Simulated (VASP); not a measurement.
Consider the following.

```yaml
crystal:
  lattice:
    - [0.00000, 2.77940, 2.77940]
    - [2.77940, 0.00000, 2.77940]
    - [2.77940, 2.77940, 0.00000]
  atoms:
    - { symbol: Ge, position: [0.00000, 0.00000, 0.00000] }
    - { symbol: Ge, position: [0.25000, 0.25000, 0.25000] }
```

The numbers are results of PBEsol GGA, VASP's PBE PAW potentials (set 64) (plane waves; VASP), not measurements. Numerical set-up: 520 eV cut-off, 11×11×11 Γ-centred mesh, first-order Methfessel-Paxton smearing of 0.10 eV, potentials Ge_d.

**Question.** Predict the energy per atom (σ→0), pressure.

**Answer.** 
energy per atom (σ→0): -4.917 eV/atom
pressure: 4.75 GPa

The absolute energy has meaning only against runs of the same code, potentials and settings.

The compound is Ge in the diamond structure. This cell is one point of a volume scan, at 0.94 of the reference volume.
